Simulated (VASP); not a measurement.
Consider the following.

```xyz
4
Lattice="4.0225 0.0000 0.0000 -2.0113 3.4836 0.0000 0.0000 0.0000 6.4342" Properties=species:S:1:pos:R:3 pbc="T T T"
Mg     0.0000     2.3224     6.4146
Mg     2.0113     1.1612     3.1975
S      0.0000     2.3224     2.4325
S      2.0113     1.1612     5.6496
```

Computed with PBEsol GGA, VASP's PBE PAW potentials (set 64) (plane waves; VASP 6.6.1). Numerical set-up: 500 eV cut-off, 6×6×4 Γ-centred mesh, Gaussian smearing of 0.050 eV, potentials Mg S.

Energy and stress use the plane-wave basis of the starting cell.

### Question
The ions, cell shape and volume at an external pressure of 5.0 GPa are relaxed. Predict the relaxed structure.

### Answer

```xyz
4
Lattice="3.9428 0.0000 0.0000 -1.9714 3.4145 0.0000 0.0000 0.0000 6.2093" Properties=species:S:1:pos:R:3 pbc="T T T"
Mg     0.0000     2.2764     6.1763
Mg     1.9714     1.1382     3.0716
S      0.0000     2.2764     2.3616
S      1.9714     1.1382     5.4662
```
Space group P6_3mc (186), at a tolerance of 0.03 Å.

### Question
How do energy and volume change from the first to the last step?

### Answer
The energy (σ→0) changes by +23.6 meV/atom and the volume by -7.3 %, in 8 ionic steps.

```
step  E(σ→0) (eV)  max force (eV/Å)  pressure (GPa)  volume (Å³)
----  -----------  ----------------  --------------  -----------
1        -17.8718             0.008           -0.04        90.16
2        -17.6831             0.035            7.47        81.22
3        -17.7778             0.026            5.02        83.66
4        -17.7817             0.026            4.90        83.79
5        -17.7817             0.027            4.90        83.78
6        -17.7815             0.030            4.90        83.76
7        -17.7805             0.039            4.91        83.71
8        -17.7773             0.011            5.00        83.59
```

The structure was generated: MgS was put into the wurtzite type (P6_3mc), which need not be its known phase. This run relaxes it under an external pressure of 5 GPa. Symmetry was kept, so distortions that lower it aren't found.
